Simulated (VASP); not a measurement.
Here is the system:

```
CELL_PARAMETERS angstrom
      2.17221     1.25413     7.07996
     -2.17221     1.25413     7.07996
      0.00000    -2.50825     7.07996
ATOMIC_POSITIONS crystal
  Al 0.99982 0.99982 0.99982
  Ga 0.49999 0.49999 0.49999
  Sb 0.12552 0.12552 0.12552
  Sb 0.62469 0.62469 0.62469
```

Computed with PBEsol GGA, VASP's PBE PAW potentials (set 64) (plane waves; VASP 6.6.1). Numerical set-up: 400 eV cut-off, Gaussian smearing of 0.050 eV, potentials Al Ga_d Sb.

Unless said otherwise, spin-orbit coupling is left out, though it shifts the bands of the heavy elements here.

Problem. Give the energies of bands 8 to 16 at the high-symmetry points, in eV from the valence-band maximum.

Solution. 
| band | Γ | T | H2 | L | S0 | F |
|---|---|---|---|---|---|---|
| 8 | -5.90 | -3.95 | -6.28 | -6.01 | -6.28 | -6.42 |
| 9 | -1.04 | -3.37 | -5.37 | -5.19 | -5.35 | -5.62 |
| 10 | -1.04 | -0.71 | -3.37 | -2.96 | -3.55 | -2.38 |
| 11 | 0.00 | -0.71 | -3.32 | -2.82 | -3.21 | -2.37 |
| 12 | 0.00 | -0.53 | -1.92 | -1.87 | -2.08 | -1.02 |
| 13 | 0.00 | -0.53 | -1.89 | -1.78 | -1.81 | -1.01 |
| 14 | 0.28 | 0.85 | 1.77 | 1.62 | 1.63 | 0.62 |
| 15 | 1.30 | 1.57 | 2.17 | 1.77 | 2.95 | 1.14 |
| 16 | 2.92 | 3.60 | 4.65 | 4.06 | 3.51 | 1.33 |

The gap is direct, 0.28 eV, from the valence maximum at Γ to the conduction minimum at Γ.

The structure comes from a computed database's AlGaSb2 entry (R3m); how it stands against other phases isn't given here. It was relaxed first.
